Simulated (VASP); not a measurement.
Runs of VASP 6.6.1 on Si3Ge. Symmetry: P6/mmm, No. 191, hexagonal system. Conventional cell: a = 2.715 Å, b = 2.715 Å, c = 10.111 Å, α = 90.00°, β = 90.00°, γ = 120.00°. Around Si (site symmetry 6/mmm) lie 8 Si at 2.46 to 2.72 Å. Around Si (site symmetry 6mm) lie 7 Si at 2.46 to 2.72 Å and 1 Ge at 2.59 Å. Ge (site symmetry 6/mmm) is surrounded by 2 Si at 2.59 Å and 6 Ge at 2.71 to 2.72 Å. The cell was built by a generator and needn't be a form met in nature.

| share of exact exchange | pressure (GPa) | largest force (eV/Å) |
| --- | --- | --- |
| 0.25 | -4.5 | 0.38 |
| 0.1 | (a) | (b) |
| 0.3 | (c) | 0.39 |
| 0.2 | -3.7 | 0.37 |
| 0.15 | -2.7 | 0.31 |
| 0.05 | -0.9 | (d) |

Alike in all rows: task single point; level PBE0(alpha); potentials or basis VASP PAW PBE potentials, release 64 (Si, Ge_d); no spin polarisation; cell as given; k mesh 6 × 6 × 2; cutoff (eV) 520; smearing fermi-dirac 0.05 eV; the mesh is coarse, so values aren't converged.

Q: Fill in the values left out.

A: (a) -1.6; (b) 0.23; (c) -5.2; (d) 0.22.

Caveats: all runs use coarse meshes; the PAW data sets were made with another functional, which shifts forces and pressure a little.
